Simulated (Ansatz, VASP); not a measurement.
# Cross-check of SnSe2 between VASP and Ansatz

Aim: how closely do two programs agree when they are given the same cell, functional and k mesh? The cell is taken from a series of runs on this material, whose earlier steps may have relaxed, scaled, displaced or heated it; both programs get it as it stands.

Method: plane waves, with VASP 6.6.1 beside it; single point at PBEsol and single point at PBEsol, spin-orbit coupling, in Ansatz 0.2.0.

**1. The structure**

The cell holds 3 atoms: 1 Sn and 2 Se. Cell: a = 3.773 Å, b = 3.773 Å, c = 29.600 Å, α = 90.0°, β = 90.0°, γ = 120.0°. Vacuum lies along c.

**2. Ansatz: single point, PBEsol**

Ansatz runs on its PAW soft_1 files.

A single point gives forces, pressure and levels at one fixed geometry, so differences don't come from the geometry; what else differs is listed under the comparison.

Input file input.yaml:

```yaml
crystal:
  lattice:
    - [3.7734635746, 0.0, 0.0]
    - [-1.8867317873, 3.2679153158, 0.0]
    - [0.0, 0.0, 29.6]
  atoms:
    - { symbol: Sn, position: [0.0, 0.0, 0.5] }
    - { symbol: Se, position: [0.3333333333, 0.6666666667, 0.5537491914] }
    - { symbol: Se, position: [0.6666666667, 0.3333333333, 0.4462508086] }
  periodic: [true, true, false]
kpoints:
  mp_grid: { grid: [6, 6, 1] }
  band_path:
    path:
      - [0, 0, 0]
      - [0.5, 0, 0]
      - [0.3333333333333, 0.3333333333333, 0]
      - [0, 0, 0]
    npoints: 10
hamiltonian:
  xc: pbesol
  pseudopotentials: { kind: paw, azcp: { folder: soft_1 }, xc_functional: pbe }
scf:
  occupations: { method: fermi_dirac, width: 0.02 }
  n_extra_bands: 5
output:
  eigenvalues: true
  write_density: true
  write_potential: true
  elf: true
  volumetric_format: npy
```

Run with:

```
ansatz run input.yaml --threads 8 --pin off --max-ram 17510MiB --backend cpu --events-out ev --progress --plain --runs-dir out
```

Numbers of over 12 decimals in the logs are rounded to 6 here.

Output:

```text
scf.n_extra_bands = 5 over 23 filled bands (N_el = 46.0): the run solves 28 bands
Engine: ansatz 0.2.0, aarch64-unknown-linux-gnu
Pseudopotentials: kind: paw
Pseudopotential: Sn, paw, valence charge 14, recommended cutoff 420 eV (normal), soft_1/Sn.paw.azcp
Pseudopotential: Se, paw, valence charge 16, recommended cutoff 420 eV (normal), soft_1/Se.paw.azcp
Functional definition: PBEsol
  exchange = pbesol_x
  correlation = pbesol_c
Crystal: 3 atoms, lattice volume = 365.008 Å³
Basis set: ecut = 420 eV, 7167 PW (Γ)
Bands: 28, of which v1, the nominal top of the filled ones, is band 23 counted from 1 (22 counted from 0)
Symmetry: 12 space group operations
Space group: P-3m1 (ITA 164), of the structure as read, at distance tolerance 7.1e-5 Å
k-points: 7 of 36
Non-local potential: Sn, projectors of the file, l = 0: 2, l = 1: 2, l = 2: 2, l = 3: 1
Non-local potential: Se, projectors of the file, l = 0: 2, l = 1: 2, l = 2: 3, l = 3: 1
PAW form: soft (Blöchl's): semilocal exchange-correlation on the pseudo side does not see the compensation charge
PAW frozen core: Sn, regenerated for the run's functional, and the local potential with it (the file was generated under x = pbe(κ = 0.804, μ = 0.219515), c = pbe(β = 0.066725))
PAW frozen core: Se, regenerated for the run's functional, and the local potential with it (the file was generated under x = pbe(κ = 0.804, μ = 0.219515), c = pbe(β = 0.066725))
PAW one-centre angular grid: Sn, 590 points (default); XC on 64 Gauss nodes
PAW one-centre angular grid: Se, 590 points (default); XC on 64 Gauss nodes
Initial density: superposition of atomic densities (neutral atoms: chi_scale 0, normalization atom)
Initial wavefunctions: pseudopotential atomic-orbital guess
Functional: x = pbesol(κ = 0.804, μ = 0.123457), c = pbesol(β = 0.046)
iter 1 solved again at ethr=2.06e-3 eV; its pass at ethr=3.10e-3 eV (dr2=9.46e-1 eV) is discarded
SCF iter   1: F=—  HF=-16799.521709 eV  |F-HF|=—  |Δ(HF+E_count)|=         —  Δρ=1.35e-2  dr2=9.36e-1  ethr=2.06e-3  ⟨swp⟩=1.1  Hψ=1571  notcnv=0
preconditioner: auto → Resta (q_TF=auto, 1.932 Å⁻¹)  ε∞=1.4  [insulator: Δε(μ)=1.062 eV  Ē_g=15.657 eV  σ=0.020 eV  W_gap=1.00  n_scr=24 (ndim 8)  ℏωp=9.9 eV  f_vac=0.764  D(μ)=0.00/eV (n_scr^D=0)  ε∞_Penn≈1.4  vacuum switching on, ρ_ref=1.8e-2 e/Å³]
SCF iter   2: F=—  HF=-16799.252546 eV  |F-HF|=—  |Δ(HF+E_count)|=   2.69e-1  Δρ=5.69e-3  dr2=1.25e-1  ethr=2.04e-3  ⟨swp⟩=4.3  Hψ=390  notcnv=0
SCF iter   3: F=—  HF=-16799.235878 eV  |F-HF|=—  |Δ(HF+E_count)|=   1.67e-2  Δρ=2.93e-3  dr2=3.10e-2  ethr=2.72e-4  ⟨swp⟩=3.4  Hψ=390  notcnv=0  defer=6
SCF iter   4: F=—  HF=-16799.231526 eV  |F-HF|=—  |Δ(HF+E_count)|=   4.35e-3  Δρ=8.27e-4  dr2=2.25e-3  ethr=6.73e-5  ⟨swp⟩=3.0  Hψ=307  notcnv=0  defer=6
SCF iter   5: F=—  HF=-16799.231456 eV  |F-HF|=—  |Δ(HF+E_count)|=   6.92e-5  Δρ=1.42e-4  dr2=4.10e-5  ethr=4.89e-6  ⟨swp⟩=3.0  Hψ=333  notcnv=0  defer=6
SCF iter   6: F=—  HF=-16799.231443 eV  |F-HF|=—  |Δ(HF+E_count)|=   1.37e-5  Δρ=4.58e-5  dr2=7.21e-6  ethr=8.92e-8  ⟨swp⟩=3.1  Hψ=420  notcnv=0  defer=6
SCF iter   7: F=—  HF=-16799.231442 eV  |F-HF|=—  |Δ(HF+E_count)|=   3.53e-7  Δρ=1.23e-5  dr2=2.72e-7  ethr=1.57e-8  ⟨swp⟩=3.0  Hψ=342  notcnv=0  defer=6
SCF iter   8: F=-16799.231443 eV  HF=-16799.231443 eV  |F-HF|=1.83e-8  |Δ(HF+E_count)|=   2.73e-7  Δρ=2.00e-6  dr2=7.70e-9  ethr=2.17e-10  ⟨swp⟩=12.0  Hψ=776  notcnv=0
SCF 1 converged in 8 iterations: F = -16799.231443 eV  dr2 = 7.70e-9
  greatest PAW one-centre occupation: 1.000 electrons in one spin orbital (limit 2), on the Se atom at site 2 (counted from 0), in its partial waves of l = 2
NSCF: frozen V_eff on 31 k-points
WARN: The output density's exchange-correlation potential varies sharply where the density is thin. Do not read a vacuum level from v_tot or v_xc, or from such a field of the output density. On a cell that repeats whose density bears no net charge and no dipole along the vacuum's axis use v_es (v_loc + v_h of the components); under efield.dipole_correction with no amplitude use v_es + v_field, which holds any externa [...]
SCF converged after 8 iterations
Free energy (F): -16799.231443 eV
Harris-Foulkes:  -16799.231443 eV  (|F-HF|=1.83e-8)
Internal energy: -16799.231443 eV  (E = F + TS)
E sigma→0 (E₀):  -16799.231443 eV
Fermi energy:    -5.551251 eV
--- Per-component energies (eV) ---
  E_band       = -1500.662733
  E_kinetic    = 390.982551
  E_local      = -96015.222852  (includes V_loc(G=0)·N_el)
  E_nonlocal   = -558.427169
  E_hartree    = 47823.914307
  E_xc         = -293.266165
  E_vxc        = -260.405936  (∫ρ·V_xc dr)
  E_paw        = -8470.758536  (= ΣΔE_a)
  E_vpaw       = -705.416681  (= ΣTr[D̂ρ^β])
  E_aug_tail   = -0.000481  (compensation charges beyond the density's cutoff)
  E_ewald      = 40321.245159
  E_core_change = 2.301743  (= ΣΔE_core)
  E_smearing   = -0.000000  (= −TS)
  E_closure    = 0.000000  (closes the sum)
  Σ components = -16799.231443   (vs F -16799.231443, Δ=0.00e0)
--- Band table (eV; the first three rows and the last of 7) ---
  k-point 0: bands = [... 19 lower, -6.3909, -6.3909, -5.9796, -5.9796, -4.2257, -2.8325, -1.2696, -1.2696, ... 1 higher]
  k-point 1: bands = [... 19 lower, -7.2801, -7.0882, -7.0074, -5.9280, -3.5782, -2.0587, -0.9297 (-0.9298°), -0.6963, ... 1 higher]
  k-point 2: bands = [... 19 lower, -8.3631, -7.9109, -6.7831, -6.1633, -4.6442, -1.7765, -0.6298, -0.1618, ... 1 higher]
  k-point 6: bands = [... 19 lower, -9.7811, -9.4107, -6.9066, -6.9066, -4.1227, -0.7468, -0.7468, 0.7409, ... 1 higher]
  ° read free of the cell's end (the report's vacuum.weakly_bound_levels)
```

**3. VASP: single point, PBEsol**

The same cell, functional, mesh and smearing now go to VASP, with its own data sets.

Lines of VASP's logs that name or quote its potential files are left out, and so is its time.

Input file INCAR:

```
SYSTEM = SnSe2
PREC = Accurate
ENCUT = 400
EDIFF = 1E-06
NELM = 120
ISMEAR = -1
SIGMA = 0.02
LREAL = .FALSE.
ALGO = Normal
GGA = PS
NBANDS = 19
LORBIT = 11
LWAVE = .FALSE.
LCHARG = .FALSE.
ISIF = 2
LDIPOL = .TRUE.
IDIPOL = 3
DIPOL = 0.5 0.5 0.5
LVHAR = .TRUE.
LASPH = .TRUE.
GGA_COMPAT = .FALSE.
EFERMI = MIDGAP
NELMDL = -8
KPAR = 2
```

Input file POSCAR:

```
SnSe2
1.0
    3.7734635746      0.0000000000      0.0000000000
   -1.8867317873      3.2679153158      0.0000000000
    0.0000000000      0.0000000000     29.6000000000
Sn Se
1 2
Direct
    0.0000000000      0.0000000000      0.5000000000
    0.3333333333      0.6666666667      0.5537491914
    0.6666666667      0.3333333333      0.4462508086
```

Input file KPOINTS:

```
Automatic mesh
0
Gamma
6 6 1
0 0 0
```

Potentials, in the order of the species: Sn_d and Se (PBE family, release 64).

Run with:

```
mpirun -np 2 vasp_std
```

Output:

```text
[banner, memory and clock lines left out]
running    2 mpi-ranks, on    1 nodes
 distrk:  each k-point on    1 cores,    2 groups
 distr:  one band on    1 cores,    1 groups

 POSCAR found type information on POSCAR SnSe
 POSCAR found :  2 types and       3 ions
|                                                                             |
|               ----> ADVICE to this user running VASP <----                  |
|                                                                             |
|     You enforced a specific xc type in the INCAR file but a different       |
|     [... a line on the potential file left out ...]
|     I HOPE YOU KNOW WHAT YOU ARE DOING!                                     |
|                                                                             |

 LDA part: xc-table for (Slater+PW92), standard interpolation
 POSCAR, INCAR and KPOINTS ok, starting setup
 FFT: planning ... GRIDC
 FFT: planning ... GRID_SOFT
 FFT: planning ... GRID
 WAVECAR not read
 entering main loop
       N       E                     dE             d eps       ncg     rms          rms(c)
DAV:   1     0.165648413518E+03    0.16565E+03   -0.94088E+03   314   0.838E+02
DAV:   2     0.559540555054E+01   -0.16005E+03   -0.15670E+03   372   0.212E+02
DAV:   3    -0.126530183374E+02   -0.18248E+02   -0.18126E+02   320   0.821E+01
DAV:   4    -0.131883688996E+02   -0.53535E+00   -0.53468E+00   350   0.174E+01
DAV:   5    -0.131987938614E+02   -0.10425E-01   -0.10425E-01   392   0.239E+00
DAV:   6    -0.131990333023E+02   -0.23944E-03   -0.23944E-03   377   0.296E-01
DAV:   7    -0.131990367111E+02   -0.34088E-05   -0.34088E-05   398   0.338E-02
DAV:   8    -0.131990367857E+02   -0.74591E-07   -0.74592E-07   353   0.474E-03    0.503E+00
DAV:   9    -0.129433753643E+02    0.25566E+00   -0.50284E-01   402   0.806E+00    0.319E+00
DAV:  10    -0.129103269164E+02    0.33048E-01   -0.23268E-01   349   0.357E+00    0.441E-01
DAV:  11    -0.129057477691E+02    0.45791E-02   -0.26613E-02   352   0.180E+00    0.270E-01
DAV:  12    -0.129056483388E+02    0.99430E-04   -0.22184E-03   331   0.301E-01    0.589E-02
DAV:  13    -0.129055832255E+02    0.65113E-04   -0.16638E-04   379   0.122E-01    0.308E-02
DAV:  14    -0.129055014342E+02    0.81791E-04   -0.12682E-04   344   0.546E-02    0.136E-02
DAV:  15    -0.129055010282E+02    0.40603E-06   -0.12083E-05   347   0.157E-02    0.110E-02
DAV:  16    -0.129055507174E+02   -0.49689E-04   -0.44732E-05   300   0.207E-02    0.537E-03
DAV:  17    -0.129056377068E+02   -0.86989E-04   -0.72574E-06   248   0.889E-03    0.501E-03
DAV:  18    -0.129056909654E+02   -0.53259E-04   -0.25178E-06   273   0.656E-03    0.227E-03
DAV:  19    -0.129057211448E+02   -0.30179E-04   -0.61600E-07   287   0.344E-03    0.139E-03
DAV:  20    -0.129057270093E+02   -0.58645E-05   -0.34440E-07   299   0.208E-03    0.137E-03
DAV:  21    -0.129057344979E+02   -0.74886E-05   -0.17907E-07   258   0.220E-03    0.569E-04
DAV:  22    -0.129057358854E+02   -0.13875E-05   -0.12755E-08   262   0.507E-04    0.407E-04
DAV:  23    -0.129057382386E+02   -0.23532E-05   -0.51817E-08   247   0.531E-04    0.237E-04
DAV:  24    -0.129057387485E+02   -0.50984E-06   -0.50094E-09   265   0.415E-04
   1 F= -.12905739E+02 E0= -.12905739E+02  d E =-.189414E-08
```

OUTCAR, selected parts (step 3):

```text
ion  position               nearest neighbor table
   1  0.000  0.000  0.500-   2 2.70   3 2.70   2 2.70   3 2.70   3 2.70   2 2.70
   2  0.333  0.667  0.554-   1 2.70   1 2.70   1 2.70
   3  0.667  0.333  0.446-   1 2.70   1 2.70   1 2.70

  LATTYP: Found a hexagonal cell.
 ALAT       =     3.7734635746
 C/A-ratio  =     7.8442522141

 Subroutine GETGRP returns: Found 12 space group operations
 (whereof 12 operations were pure point group operations)

The static configuration has the point symmetry D_3d.

 Found      7 irreducible k-points:

   k-points           NKPTS =      7   k-points in BZ     NKDIM =      7   number of bands    NBANDS=     19

   dimension x,y,z NGX =    28 NGY =   28 NGZ =  196
   dimension x,y,z NGXF=    56 NGYF=   56 NGZF=  392

   ENCUT  =  400.0 eV  29.40 Ry    5.42 a.u.   6.15  6.15 48.27*2*pi/ulx,y,z

   NELECT =      26.0000    total number of electrons

 k-points in reciprocal lattice and weights: Automatic mesh
   0.00000000  0.00000000  0.00000000       0.028
   0.16666667  0.00000000  0.00000000       0.167
   0.33333333  0.00000000  0.00000000       0.167
   0.50000000  0.00000000  0.00000000       0.083
   0.16666667  0.16666667  0.00000000       0.167
   0.33333333  0.16666667  0.00000000       0.333
   0.33333333  0.33333333  0.00000000       0.056

 dipolmoment           0.000000      0.000000     -0.000000 electrons x Angstroem

 average (electrostatic) potential at core
       1-110.3092       2 -61.1024       3 -61.1024

 E-fermi :  -3.4469

 k-point     1 :       0.0000    0.0000    0.0000
  band No.  band energies     occupation
    ...
      9      -5.1298      2.00000
     10      -4.2874      2.00000
     11      -4.2874      2.00000
     12      -3.8740      2.00000
     13      -3.8740      2.00000
     14      -2.1220      0.00000
     15      -0.7330      0.00000
     16       0.8281      0.00000
     17       0.8281      0.00000
     18       1.7762      0.00000
    ...

 k-point     2 :       0.1667    0.0000    0.0000
  band No.  band energies     occupation
    ...
      9      -6.1057      2.00000
     10      -5.1744      2.00000
     11      -4.9865      2.00000
     12      -4.9031      2.00000
     13      -3.8219      2.00000
     14      -1.4721      0.00000
     15       0.0418      0.00000
     16       1.1735      0.00000
     17       1.4038      0.00000
     18       2.0351      0.00000
    ...

 k-point     3 :       0.3333    0.0000    0.0000
  band No.  band energies     occupation
    ...
      9      -7.8357      2.00000
     10      -6.2593      2.00000
     11      -5.8108      2.00000
     12      -4.6760      2.00000
     13      -4.0574      2.00000
     14      -2.5404      0.00000
     15       0.3238      0.00000
     16       1.4698      0.00000
     17       1.9406      0.00000
     18       2.3736      0.00000
    ...

  Total        0.6472058      0.6472058      0.1838988      0.0000000      0.0000000      0.0000000
  in kB        2.8408632      2.8408632      0.8072107      0.0000000      0.0000000      0.0000000
  external PRESSURE =       2.1629791 kB  Pullay stress =       0.0000000 kB

  energy-cutoff  :      400.00
  volume of cell :      365.01
      direct lattice vectors                 reciprocal lattice vectors
     3.773463575  0.000000000  0.000000000     0.265008521  0.153002741  0.000000000
    -1.886731787  3.267915316  0.000000000     0.000000000  0.306005482  0.000000000
     0.000000000  0.000000000 29.600000000     0.000000000  0.000000000  0.033783784

 POSITION                                       TOTAL-FORCE (eV/Angst)
 -----------------------------------------------------------------------------------
      0.00000      0.00000     14.80000        -0.000000      0.000000      0.000000
     -0.00000      2.17861     16.39098         0.000000      0.000000      0.066864
      1.88673      1.08931     13.20902        -0.000000     -0.000000     -0.066864
 -----------------------------------------------------------------------------------
    total drift:                               -0.000000      0.000000     -0.000000

  FREE ENERGIE OF THE ION-ELECTRON SYSTEM (eV)
  ---------------------------------------------------
  free  energy   TOTEN  =       -12.9057387485 eV

  energy  without entropy=      -12.9057387466  energy(sigma->0) =      -12.90573875

 vacuum level on the upper side and lower side of the slab         2.105         2.105

 total charge
# of ion       s       p       d       tot
------------------------------------------
    1        1.051   1.049  10.111  12.211
    2        1.484   2.312   0.027   3.823
    3        1.484   2.312   0.027   3.823
--------------------------------------------------
tot          4.019   5.673  10.165  19.857

[... 3 further parts left out ...]
```

**4. Comparison**

Known differences besides the potentials themselves: Ansatz cuts the interaction across the vacuum, VASP repeats the sheet with a dipole correction; the data sets hold 46 valence electrons in Ansatz (on its PAW soft_1 files) and 26 in VASP; the cutoff is 420 eV in Ansatz and 400 eV in VASP; Ansatz makes its cores anew for this functional, VASP keeps those of its PBE data sets. Total energies have different zeros and are not compared.

The two programs side by side:

```csv
quantity,Ansatz,VASP,difference
gap on the k mesh (eV),0.739,0.736,+0.003
```

A gap on the mesh is an upper bound, since the band edges may lie between its points. With vacuum in the cell, a pressure given here is an average over mostly empty space and none of the material.

[end of part 1 of 2]

[Lines on the potential files, build, host, timing and source positions are cut from VASP's logs without a mark.]

[Logs are printed without paths, hosts, clocks, repeated set-up lines and the standing remarks that a program may print on its own settings, such as how far it seeks lower states.]

[Hosts, paths, dates, database ids (printed as entryN), source tags and the programs' standing remarks are cut or masked in the printed files.]
